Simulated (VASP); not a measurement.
Output of a VASP run:

**OSZICAR**
```
       N       E                     dE             d eps       ncg     rms          rms(c)
DAV:   1     0.292986631279E+02    0.29299E+02   -0.42484E+03   630   0.775E+02
DAV:   2    -0.573247602419E+00   -0.29872E+02   -0.29424E+02   726   0.145E+02
DAV:   3    -0.178487337412E+01   -0.12116E+01   -0.12007E+01   942   0.239E+01
DAV:   4    -0.182628878335E+01   -0.41415E-01   -0.41401E-01   929   0.405E+00
DAV:   5    -0.182759281815E+01   -0.13040E-02   -0.13038E-02  1015   0.445E-01    0.114E+01
DAV:   6    -0.182560613886E+01    0.19867E-02   -0.59115E-03   730   0.105E+00    0.639E+00
DAV:   7    -0.182442147557E+01    0.11847E-02   -0.10910E-02   799   0.134E+00    0.260E-01
DAV:   8    -0.182443236675E+01   -0.10891E-04   -0.16463E-03   951   0.234E-01    0.107E-01
DAV:   9    -0.182445167007E+01   -0.19303E-04   -0.28090E-05   946   0.496E-02    0.399E-02
DAV:  10    -0.182446490084E+01   -0.13231E-04   -0.64998E-06   789   0.257E-02    0.182E-02
DAV:  11    -0.182446456496E+01    0.33587E-06   -0.24825E-07   400   0.490E-03
   1 F= -.18244646E+01 E0= -.18247137E+01  d E =-.182446E+01
       N       E                     dE             d eps       ncg     rms          rms(c)
DAV:   1    -0.199392944310E+01   -0.16946E+00   -0.39024E+00   796   0.162E+01    0.279E+00
DAV:   2    -0.186314684542E+01    0.13078E+00   -0.27029E-01   680   0.493E+00    0.114E+00
DAV:   3    -0.182722164790E+01    0.35925E-01   -0.25537E-01   932   0.317E+00    0.107E+00
DAV:   4    -0.183114896677E+01   -0.39273E-02   -0.57409E-03   723   0.684E-01    0.553E-01
DAV:   5    -0.183530270507E+01   -0.41537E-02   -0.68124E-03   969   0.544E-01    0.103E-01
DAV:   6    -0.183552971977E+01   -0.22701E-03   -0.65689E-04  1053   0.182E-01    0.297E-02
DAV:   7    -0.183552619900E+01    0.35208E-05   -0.21028E-05   871   0.409E-02    0.823E-03
DAV:   8    -0.183552612448E+01    0.74513E-07   -0.41171E-06   793   0.115E-02
   2 F= -.18355261E+01 E0= -.18361108E+01  d E =-.110616E-01
       N       E                     dE             d eps       ncg     rms          rms(c)
DAV:   1    -0.192898542757E+01   -0.93459E-01   -0.22383E+00   793   0.123E+01    0.218E+00
DAV:   2    -0.185387687009E+01    0.75109E-01   -0.15830E-01   669   0.378E+00    0.864E-01
DAV:   3    -0.183306115863E+01    0.20816E-01   -0.14240E-01   929   0.237E+00    0.852E-01
DAV:   4    -0.183580766596E+01   -0.27465E-02   -0.33464E-03   728   0.527E-01    0.402E-01
DAV:   5    -0.183794923644E+01   -0.21416E-02   -0.54194E-03   905   0.476E-01    0.608E-02
DAV:   6    -0.183802381691E+01   -0.74580E-04   -0.19484E-04  1072   0.112E-01    0.256E-02
DAV:   7    -0.183802383817E+01   -0.21258E-07   -0.99178E-06   712   0.346E-02
   3 F= -.18380238E+01 E0= -.18386995E+01  d E =-.135593E-01
```

**OUTCAR**
```
------------------------ aborting loop because EDIFF is reached ----------------------------------------
  FORCE on cell =-STRESS in cart. coord.  units (eV):
  Direction    XX          YY          ZZ          XY          YZ          ZX
  --------------------------------------------------------------------------------------
  Total        0.0051682      0.0051682      0.0051682      0.0000000     -0.0000000      0.0000000
  in kB        0.1601133      0.1601133      0.1601133      0.0000000     -0.0000000      0.0000000
  external PRESSURE =       0.1601133 kB  Pullay stress =       0.0000000 kB
  volume of cell :       51.72
      direct lattice vectors                 reciprocal lattice vectors
    -0.000000000  2.957082378  2.957082378    -0.169085584  0.169085584  0.169085584
     2.957082378  0.000000000  2.957082378     0.169085584 -0.169085584  0.169085584
     2.957082378  2.957082378  0.000000000     0.169085584  0.169085584 -0.169085584
 POSITION                                       TOTAL-FORCE (eV/Angst)
 -----------------------------------------------------------------------------------
      0.00000      0.00000      0.00000        -0.000000     -0.000000     -0.000000
 -----------------------------------------------------------------------------------
    total drift:                                0.000000     -0.000000     -0.000000
  FREE ENERGIE OF THE ION-ELECTRON SYSTEM (eV)
  ---------------------------------------------------
  free  energy   TOTEN  =        -1.8380238382 eV

  energy  without entropy=       -1.8400507782  energy(sigma->0) =       -1.83869948

 reached required accuracy - stopping structural energy minimisation
```
(Selected blocks of OUTCAR.)

File POSCAR:
```
Sr
1
    0.0000000000     3.0400000000     3.0400000000
    3.0400000000     0.0000000000     3.0400000000
    3.0400000000     3.0400000000     0.0000000000
Sr
1
Direct
  0.0000000000   0.0000000000   0.0000000000
```

Reconstruct the remaining input files.

This is not unique; one that fits is the input of the run itself, PBEsol GGA, plane waves, VASP's PBE PAW potentials (set 64).

KPOINTS:
```
Automatic mesh
0
gamma
 9 9 9
0 0 0
```

### INCAR
```
SYSTEM = Sr
PREC = Accurate
ENCUT = 400
EDIFF = 1E-6
NELM = 100
ALGO = Normal
LREAL = .FALSE.
LASPH = .TRUE.
ISMEAR = 1
SIGMA = 0.1
GGA = PS
LMAXMIX = 4
LWAVE = .FALSE.
LCHARG = .FALSE.
IBRION = 2
ISIF = 3
NSW = 60
EDIFFG = -0.01
```

POTCAR, in this order: Sr_sv (PBE.64 set). Program: vasp_std.

Energy and stress use the plane-wave basis of the starting cell.

The compound is Sr in the fcc structure. This run relaxes it. Symmetry was kept, so distortions that lower it aren't found.
